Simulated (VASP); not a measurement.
**Cl on W(110): which site?**

Where does Cl sit on W(110), and how strongly does it bind?

Program: VASP 6.6.1. Level of theory: PBEsol; plane waves and PAW (W), in the first sound run; inputs show where later runs differ. Results are calculated unless marked as measured.

### Step 1. The starting structure

It takes space group Im-3m (No. 229, cubic). Conventional cell: a = 3.160 Å, b = 3.160 Å, c = 3.160 Å, α = 90.00°, β = 90.00°, γ = 90.00°. W has 8 W at 2.74 Å nearest.

As a file:

```cif
data_structure
_symmetry_space_group_name_H-M 'P 1'
_symmetry_Int_Tables_number 1
_cell_length_a 2.7366
_cell_length_b 2.7366
_cell_length_c 2.7366
_cell_angle_alpha 109.471
_cell_angle_beta 109.471
_cell_angle_gamma 109.471
_cell_volume 15.78
loop_
_atom_site_label
_atom_site_type_symbol
_atom_site_fract_x
_atom_site_fract_y
_atom_site_fract_z
_atom_site_occupancy
W1 W 0.00000 0.00000 0.00000 1
```

### Step 2. The bulk reference, job relaxation, k-mesh 17×17×17

The bulk crystal is relaxed first, so that the slabs are cut at this functional's lattice.

File INCAR:

```
SYSTEM = W
PREC = Accurate
ENCUT = 420
EDIFF = 1E-06
NELM = 120
ISMEAR = 1
SIGMA = 0.15
LREAL = .FALSE.
ALGO = Normal
GGA = PS
NBANDS = 9
LASPH = .TRUE.
LORBIT = 11
LWAVE = .FALSE.
LCHARG = .FALSE.
KPAR = 4
IBRION = 2
NSW = 30
ISIF = 3
EDIFFG = -0.01
POTIM = 0.4
```

File POSCAR:

```
W
1.0
   -1.5800000000      1.5800000000      1.5800000000
    1.5800000000     -1.5800000000      1.5800000000
    1.5800000000      1.5800000000     -1.5800000000
W
1
Direct
    0.0000000000      0.0000000000      0.0000000000
```

File KPOINTS:

```
Automatic mesh
0
Gamma
17 17 17
0 0 0
```

Potentials, in the order of the species: W (PBE family, release 64).

On the command line:

```
$ mpirun -np 4 vasp_std
```

The program printed:

```text
[banner, memory and clock lines left out]
running    4 mpi-ranks, on    1 nodes
 distrk:  each k-point on    1 cores,    4 groups
 distr:  one band on    1 cores,    1 groups

 POSCAR found type information on POSCAR W
 POSCAR found :  1 types and       1 ions
|                                                                             |
|               ----> ADVICE to this user running VASP <----                  |
|                                                                             |
|     You enforced a specific xc type in the INCAR file but a different       |
|     [... a line on the potential file left out ...]
|     I HOPE YOU KNOW WHAT YOU ARE DOING!                                     |
|                                                                             |

 LDA part: xc-table for (Slater+PW92), standard interpolation
 POSCAR, INCAR and KPOINTS ok, starting setup
 FFT: planning ... GRIDC
 FFT: planning ... GRID_SOFT
 FFT: planning ... GRID
 WAVECAR not read
 entering main loop
       N       E                     dE             d eps       ncg     rms          rms(c)
DAV:   1     0.373396887340E+01    0.37340E+01   -0.26456E+03  2994   0.478E+02
DAV:   2    -0.142685803040E+02   -0.18003E+02   -0.17225E+02  3430   0.119E+02
DAV:   3    -0.146085952190E+02   -0.34001E+00   -0.33701E+00  3441   0.132E+01
DAV:   4    -0.146096054166E+02   -0.10102E-02   -0.10100E-02  3468   0.728E-01
DAV:   5    -0.146096075450E+02   -0.21284E-05   -0.21284E-05  3451   0.304E-02    0.214E+01
DAV:   6    -0.140864761175E+02    0.52313E+00   -0.39507E-01  3269   0.400E+00    0.105E+01
DAV:   7    -0.138846111378E+02    0.20186E+00   -0.45685E-01  3381   0.417E+00    0.306E-01
DAV:   8    -0.138826324251E+02    0.19787E-02   -0.23808E-03  3242   0.367E-01    0.150E-01
DAV:   9    -0.138823603240E+02    0.27210E-03   -0.21396E-04  3522   0.653E-02    0.212E-02
DAV:  10    -0.138823604376E+02   -0.11363E-06   -0.19539E-05  3515   0.310E-02    0.221E-02
DAV:  11    -0.138823599407E+02    0.49694E-06   -0.58979E-07  1796   0.762E-03
   1 F= -.13882360E+02 E0= -.13882231E+02  d E =-.138824E+02
 curvature:   0.00 expect dE= 0.000E+00 dE for cont linesearch  0.000E+00
 trial: gam= 0.00000 g(F)=  0.249E-64 g(S)=  0.271E-01 ort = 0.000E+00 (trialstep = 0.100E+01)
 search vector abs. value=  0.271E-01
 bond charge predicted
       N       E                     dE             d eps       ncg     rms          rms(c)
DAV:   1    -0.138766474840E+02    0.57130E-02   -0.10793E+00  2996   0.764E+00    0.333E+00
DAV:   2    -0.138621764298E+02    0.14471E-01   -0.13075E-02  3386   0.835E-01    0.149E+00
DAV:   3    -0.138579325861E+02    0.42438E-02   -0.10350E-02  3917   0.650E-01    0.323E-02
DAV:   4    -0.138579839744E+02   -0.51388E-04   -0.54505E-05  3267   0.514E-02    0.215E-02
DAV:   5    -0.138580430288E+02   -0.59054E-04   -0.84326E-05  3429   0.445E-02    0.532E-03
DAV:   6    -0.138580433381E+02   -0.30925E-06   -0.34397E-07  2966   0.499E-03
   2 F= -.13858043E+02 E0= -.13857922E+02  d E =0.243166E-01
 trial-energy change:    0.024317  1 .order    0.025153   -0.027067    0.077373
 step:   0.2686(harm=  0.2592)  dis= 0.00000  next Energy=   -13.886011 (dE=-0.365E-02)
 bond charge predicted
       N       E                     dE             d eps       ncg     rms          rms(c)
DAV:   1    -0.138959891097E+02   -0.37946E-01   -0.56069E-01  3005   0.536E+00    0.244E+00
DAV:   2    -0.138882229983E+02    0.77661E-02   -0.76544E-03  3356   0.663E-01    0.109E+00
DAV:   3    -0.138860399940E+02    0.21830E-02   -0.54516E-03  3834   0.462E-01    0.450E-02
DAV:   4    -0.138860539548E+02   -0.13961E-04   -0.24379E-05  3169   0.359E-02    0.354E-02
DAV:   5    -0.138860856236E+02   -0.31669E-04   -0.64551E-05  3367   0.379E-02    0.553E-03
DAV:   6    -0.138860857617E+02   -0.13815E-06   -0.24143E-07  2798   0.431E-03
   3 F= -.13886086E+02 E0= -.13885939E+02  d E =-.372582E-02
 curvature:  -0.13 expect dE=-0.625E-06 dE for cont linesearch -0.625E-06
 trial: gam=-0.01318 g(F)=  0.352E-64 g(S)=  0.483E-05 ort = 0.361E-03 (trialstep = 0.854E+00)
 search vector abs. value=  0.961E-09
 reached required accuracy - stopping structural energy minimisation
```

It took 8.8 s on 4 MPI ranks of AMD EPYC 7R43, shared host; peak memory 0.45 GiB.

The logs omit lines about the potential files and the build; timing stands in the text.

OUTCAR, selected parts (step 2):

```text
ion  position               nearest neighbor table
   1  0.000  0.000  0.000-

  LATTYP: Found a body centered cubic cell.
 ALAT       =     3.1600000000

 Subroutine GETGRP returns: Found 48 space group operations
 (whereof 48 operations were pure point group operations)

The static configuration has the point symmetry O_h .

 Found    165 irreducible k-points:

   k-points           NKPTS =    165   k-points in BZ     NKDIM =    165   number of bands    NBANDS=      9

   dimension x,y,z NGX =    18 NGY =   18 NGZ =   18
   dimension x,y,z NGXF=    36 NGYF=   36 NGZF=   36

   ENCUT  =  420.0 eV  30.87 Ry    5.56 a.u.   4.57  4.57  4.57*2*pi/ulx,y,z

   NELECT =       6.0000    total number of electrons

 k-points in reciprocal lattice and weights: Automatic mesh
   0.00000000  0.00000000  0.00000000       0.000
   0.05882353  0.00000000  0.00000000       0.002
   0.11764706  0.00000000  0.00000000       0.002
   0.17647059  0.00000000  0.00000000       0.002
   0.23529412  0.00000000  0.00000000       0.002
   0.29411765  0.00000000  0.00000000       0.002
   0.35294118  0.00000000  0.00000000       0.002
   0.41176471  0.00000000  0.00000000       0.002
   0.47058824  0.00000000  0.00000000       0.002
[...]
-0.47058824 -0.47058824  0.41176471       0.002
  -0.47058824  0.47058824  0.47058824       0.001

 average (electrostatic) potential at core
       1 -37.4502

 E-fermi :   7.9120

 k-point     1 :       0.0000    0.0000    0.0000
  band No.  band energies     occupation
      1      -1.8759      2.00000
      2       6.5896      2.00000
      3       6.5896      2.00000
      4       6.5896      2.00000
      5      10.1332     -0.00000
      6      10.1332     -0.00000
      7      23.2104      0.00000
      8      23.2104      0.00000
      9      23.2104      0.00000

 k-point     2 :       0.0588    0.0000    0.0000
  band No.  band energies     occupation
      1      -1.7084      2.00000
      2       6.4854      2.00000
      3       6.5675      2.00000
      4       6.7572      2.00000
      5       9.9675     -0.00000
      6      10.1358     -0.00000
      7      23.3566      0.00000
      8      23.5028      0.00000
      9      23.6308      0.00000

 k-point     3 :       0.1176    0.0000    0.0000
  band No.  band energies     occupation
      1      -1.2256      2.00000
      2       6.1999      2.00000
      3       6.4665      2.00000
      4       7.2536      2.00000
      5       9.6272     -0.00000
      6      10.1524     -0.00000
      7      23.7093      0.00000
      8      24.3503      0.00000
      9      24.6744      0.00000

  Total       -0.0064571     -0.0064571     -0.0064571      0.0000000      0.0000000     -0.0000000
  in kB       -0.6656789     -0.6656789     -0.6656789      0.0000000      0.0000000     -0.0000000
  external PRESSURE =      -0.6656789 kB  Pullay stress =       0.0000000 kB

  energy-cutoff  :      420.00
  volume of cell :       15.54
      direct lattice vectors                 reciprocal lattice vectors
    -1.572080767  1.572080767  1.572080767     0.000000000  0.318049817  0.318049817
     1.572080767 -1.572080767  1.572080767     0.318049817  0.000000000  0.318049817
     1.572080767  1.572080767 -1.572080767     0.318049817  0.318049817  0.000000000

 POSITION                                       TOTAL-FORCE (eV/Angst)
 -----------------------------------------------------------------------------------
      0.00000      0.00000      0.00000        -0.000000     -0.000000      0.000000
 -----------------------------------------------------------------------------------
    total drift:                               -0.000000      0.000000      0.000000

  FREE ENERGIE OF THE ION-ELECTRON SYSTEM (eV)
  ---------------------------------------------------
  free  energy   TOTEN  =       -13.8860857617 eV

  energy  without entropy=      -13.8856450771  energy(sigma->0) =      -13.88593887

 reached required accuracy - stopping structural energy minimisation

 total charge
# of ion       s       p       d       tot
------------------------------------------
    1        0.680   0.740   4.224   5.644

[... 3 further parts left out ...]
```

The PAW data sets were made with PBE, which is usual practice but a small mismatch for other functionals. The data set W keeps the semicore shell frozen, which is cheaper and a little less accurate. The run keeps the 48 symmetry operations of its start, so it cannot find a distortion of lower symmetry.

Step by step:

| step | energy less that of the first step (eV) | largest force (eV/Å) | pressure (GPa) | volume (Å³) |
| --- | --- | --- | --- | --- |
| 1 | 0.0000 | 0.0000 | -4.91 | 15.78 |
| 2 | 0.0243 | 0.0000 | 14.85 | 14.91 |
| 3 | -0.0037 | 0.0000 | -0.07 | 15.54 |

| conventional cell, symmetrised | before | after | change |
| --- | --- | --- | --- |
| a (Å) | 3.160 | 3.144 | -0.5 % |
| b (Å) | 3.160 | 3.144 | -0.5 % |
| c (Å) | 3.160 | 3.144 | -0.5 % |
| volume (Å³/atom) | 15.78 | 15.54 | -1.5 % |

The relaxed structure:

```
W
1.0
    -1.57208    1.57208    1.57208
     1.57208   -1.57208    1.57208
     1.57208    1.57208   -1.57208
W
1
Direct
  0.00000 0.00000 0.00000
```

Numbers from this step:

```yaml
electronic_cycles: 23
electrons: 6
free_energy_toten: -13.89 eV
energy_at_zero_smearing: -13.89 eV
fermi_energy: 7.912 eV
metallic: yes
```

The run ended after 3 ionic steps, 0.004 eV below its first step, once forces and stress met EDIFFG = -0.01.

Energy at zero smearing: -13.88594 eV.

### Step 3. The bulk reference, job self-consistent run, k-mesh 21×21×21

File INCAR:

```
SYSTEM = W
PREC = Normal
ENCUT = 320
EDIFF = 1E-06
NELM = 120
ISMEAR = 1
SIGMA = 0.15
LREAL = .FALSE.
ALGO = Fast
GGA = PS
NBANDS = 9
LASPH = .TRUE.
LORBIT = 11
LWAVE = .FALSE.
LCHARG = .FALSE.
KPAR = 4
```

File POSCAR:

```
W
1.0
   -1.5720807672      1.5720807672      1.5720807672
    1.5720807672     -1.5720807672      1.5720807672
    1.5720807672      1.5720807672     -1.5720807672
W
1
Direct
    0.0000000000      0.0000000000      0.0000000000
```

File KPOINTS:

```
Automatic mesh
0
Gamma
21 21 21
0 0 0
```

On the command line:

```
$ mpirun -np 4 vasp_std
```

The program printed:

```text
[banner, memory and clock lines left out]
running    4 mpi-ranks, on    1 nodes
[...]
[... a notice as in an earlier step ...]

 LDA part: xc-table for (Slater+PW92), standard interpolation
 POSCAR, INCAR and KPOINTS ok, starting setup
[...]
entering main loop
       N       E                     dE             d eps       ncg     rms          rms(c)
DAV:   1    -0.117706515161E+01   -0.11771E+01   -0.22915E+03  5390   0.376E+02
DAV:   2    -0.143785081153E+02   -0.13201E+02   -0.12715E+02  5931   0.993E+01
DAV:   3    -0.145977762003E+02   -0.21927E+00   -0.21736E+00  6057   0.103E+01
DAV:   4    -0.145982362245E+02   -0.46002E-03   -0.45995E-03  5929   0.505E-01
[...]
RMM:  12    -0.138809656484E+02   -0.43748E-05   -0.13290E-05  5744   0.217E-02    0.302E-02
RMM:  13    -0.138809630893E+02    0.25591E-05   -0.38306E-06  5500   0.136E-02    0.186E-02
RMM:  14    -0.138809632104E+02   -0.12106E-06   -0.31780E-07  3396   0.510E-03
   1 F= -.13880963E+02 E0= -.13880752E+02  d E =-.633940E-03
```

It took 4 s on 4 MPI ranks; peak memory 0.36 GiB; 12 s of CPU time.

Parts of OUTCAR (step 3):

```text
  Total       -0.0788542     -0.0788542     -0.0788542      0.0000000     -0.0000000      0.0000000
  in kB       -8.1292590     -8.1292590     -8.1292590      0.0000000     -0.0000000      0.0000000
  external PRESSURE =      -8.1292590 kB  Pullay stress =       0.0000000 kB

 POSITION                                       TOTAL-FORCE (eV/Angst)
 -----------------------------------------------------------------------------------
      0.00000      0.00000      0.00000         0.000000      0.000000     -0.000000
 -----------------------------------------------------------------------------------
    total drift:                               -0.000000     -0.000000      0.000000

  FREE ENERGIE OF THE ION-ELECTRON SYSTEM (eV)
  ---------------------------------------------------
  free  energy   TOTEN  =       -13.8809632104 eV

  energy  without entropy=      -13.8803292707  energy(sigma->0) =      -13.88075190

[... 3 further parts left out ...]
[key lines of the parts left out:]
E-fermi :   7.9631
```

Numbers from this step:

* electronic cycles: 14
* free energy (TOTEN): -13.88 eV
* energy at zero smearing: -13.88 eV
* Fermi energy: 7.963 eV

Energy at zero smearing: -13.88075 eV.

The run ends at a pressure of -0.81 GPa.

(Part 1 of 7 ends here.)

[Lines on the potential files, build, host, timing and source positions are cut from VASP's logs without a mark.]

[Logs are printed without paths, hosts, clocks, repeated set-up lines and the standing remarks that a program may print on its own settings, such as how far it seeks lower states.]

[Hosts, paths, dates, database ids (printed as entryN), source tags and the programs' standing remarks are cut or masked in the printed files.]

[Runs that stopped without an error message from VASP are left out.]
